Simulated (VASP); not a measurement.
C:

```
C
1.0
     2.46100    0.00000    0.00000
    -1.23050    2.13129    0.00000
     0.00000    0.00000    7.37880
C
4
Direct
  0.00000 0.00000 0.25000
  0.33333 0.66667 0.25000
  0.00000 0.00000 0.75000
  0.66667 0.33333 0.75000
```

The cell was built by a generator and needn't be a form met in nature.

Base run:

```yaml
Program: VASP 6.6.1
Functional: PBE
Potentials_or_basis: VASP PAW PBE potentials, release 64 (C)
Cutoff: 520 eV
k_mesh: 16 × 16 × 4
Occupations: fermi-dirac, width 0.05 eV
Spin: no spin polarisation
```

Its results: band gap on the k mesh 0.83 eV, direct; pressure 2.4 GPa.

Question: The run is repeated on the same cell with these changes: dispersion from none to D2. What comes out?

Answer: Band gap on the k mesh 0.83 eV, direct; pressure 0.7 GPa.

Dispersion adds attraction, which lowers the pressure at fixed volume and, as a term added to the energy, leaves the levels alone.

Caveats: this functional lacks dispersion, which binds the layers, so the pressure and a relaxed spacing across them are unreliable (some runs).

A k mesh can miss the band edges.

Not every run made on this cell is shown here.
